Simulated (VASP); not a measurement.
Given:

```yaml
crystal:
  lattice:
    - [-2.04674, 2.04674, 2.04674]
    - [2.04674, -2.04674, 2.04674]
    - [2.04674, 2.04674, -2.04674]
  atoms:
    - { symbol: Sm, position: [0.00000, 0.00000, 0.00000] }
```

All values below come from r2SCAN meta-GGA, VASP's PBE PAW potentials (set 64) (plane waves; VASP). Run with 400 eV cut-off, 14×14×14 Γ-centred mesh, tetrahedra with Blöchl corrections, potentials Sm_3.

The 4f electrons are frozen in the core of the lanthanide potential, so 4f levels, which can set the real gap, and their magnetism are missing.

Q: Tabulate the total density of states (states/eV per cell) against energy (eV; zero at the valence-band maximum or, without a gap, the Fermi level).

A: 
```json
[
 {"E (eV)": "-9.97", "DOS (states/eV)": "0.00"},
 {"E (eV)": "-9.41", "DOS (states/eV)": "0.00"},
 {"E (eV)": "-8.84", "DOS (states/eV)": "0.00"},
 {"E (eV)": "-8.27", "DOS (states/eV)": "0.00"},
 {"E (eV)": "-7.71", "DOS (states/eV)": "0.00"},
 {"E (eV)": "-7.14", "DOS (states/eV)": "0.00"},
 {"E (eV)": "-6.57", "DOS (states/eV)": "0.00"},
 {"E (eV)": "-6.12", "DOS (states/eV)": "0.00"},
 {"E (eV)": "-5.55", "DOS (states/eV)": "0.00"},
 {"E (eV)": "-4.98", "DOS (states/eV)": "0.00"},
 {"E (eV)": "-4.42", "DOS (states/eV)": "0.04"},
 {"E (eV)": "-3.85", "DOS (states/eV)": "0.11"},
 {"E (eV)": "-3.28", "DOS (states/eV)": "0.17"},
 {"E (eV)": "-2.71", "DOS (states/eV)": "0.27"},
 {"E (eV)": "-2.15", "DOS (states/eV)": "0.77"},
 {"E (eV)": "-1.58", "DOS (states/eV)": "1.29"},
 {"E (eV)": "-1.01", "DOS (states/eV)": "0.96"},
 {"E (eV)": "-0.45", "DOS (states/eV)": "0.54"},
 {"E (eV)": "0.01", "DOS (states/eV)": "2.48"},
 {"E (eV)": "0.57", "DOS (states/eV)": "2.07"},
 {"E (eV)": "1.14", "DOS (states/eV)": "1.24"},
 {"E (eV)": "1.71", "DOS (states/eV)": "0.29"},
 {"E (eV)": "2.27", "DOS (states/eV)": "0.54"},
 {"E (eV)": "2.84", "DOS (states/eV)": "1.07"},
 {"E (eV)": "3.41", "DOS (states/eV)": "1.43"}
]
```
Within 2 eV below the Fermi level the largest weight inside VASP's projection spheres is Sm d.

The structure was generated: Sm was put into the bcc type (Im-3m), which need not be its known phase. It was relaxed first.
